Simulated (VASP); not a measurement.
Wanted: the native input for a VASP 6.6.1 run.

```yaml
Task: relaxation of cell and atoms
Functional: PBE
Potentials_or_basis: VASP PAW PBE potentials, release 64 (Hf_pv, Cl)
Cutoff: 600 eV
k_mesh: 4 × 4 × 4
Occupations: gaussian, width 0.1 eV
Spin: no spin polarisation
Dipole_correction: no
Further_INCAR_settings: ALGO = Fast; EDIFF = 1e-07; IBRION = 2; EDIFFG = -0.04; NSW = 90; ISIF = 3
```

The structure of Hf2Cl lies in POSCAR:

```
Hf2Cl
1.0
    0.0000000000      4.4562439800      4.4562439800
    4.4562439800      0.0000000000      4.4562439800
    4.4562439800      4.4562439800      0.0000000000
Hf Cl
4 2
Direct
    0.1250000000      0.1250000000      0.1250000000
    0.6250000000      0.1250000000      0.1250000000
    0.1250000000      0.1250000000      0.6250000000
    0.1250000000      0.6250000000      0.1250000000
    0.5000000000      0.5000000000      0.5000000000
    0.7500000000      0.7500000000      0.7500000000
```

The cell was built by a generator and needn't be a form met in nature.

The cell isn't the ideal one: species swapped into the NdMg2 type (Fd-3m, No. 227).

One way to write it, as run:

INCAR

```
  PREC = Accurate
  ENCUT = 600
  EDIFF = 1E-7
  ISMEAR = 0
  SIGMA = 0.1
  LREAL = False
  LASPH = True
  NELM = 100
  ALGO = Fast
  ISIF = 3
  LWAVE = False
  LCHARG = False
  GGA = PE
  IBRION = 2
  NSW = 90
  EDIFFG = -0.04
```

KPOINTS

```
regular mesh
0
Gamma
  4 4 4
```

Potentials or basis: VASP PAW PBE potentials, release 64 (Hf_pv, Cl).

Run with:

```console
$ cat potpaw_PBE.64/Hf_pv/POTCAR potpaw_PBE.64/Cl/POTCAR > POTCAR
$ mpirun -np 1 vasp_std > vasp.out
```

It gave:

```
Relaxed volume                         : 24.68 Å³/atom
Relaxed cell                           : a = 5.938 Å, b = 5.938 Å, c = 5.938 Å, α = 60.00°, β = 60.00°, γ = 60.00°
Space group after relaxing (to 0.05 Å) : Fd-3m (No. 227)
Energy gained by relaxing              : 121.1 meV/atom
Ionic steps                            : 3
Pressure after relaxing                : 0.0 GPa
Band gap on the k mesh                 : none (metal or under the smearing width)
```

Caveat: the volume moved by over 15 % at a fixed basis, so the end points are rough.

It took 6.4 min on 1 thread of Intel(R) Xeon(R) Platinum 8259CL CPU @ 2.50GHz (Skylake/Cascade Lake), with other jobs on the host, peak memory 0.38 GiB.
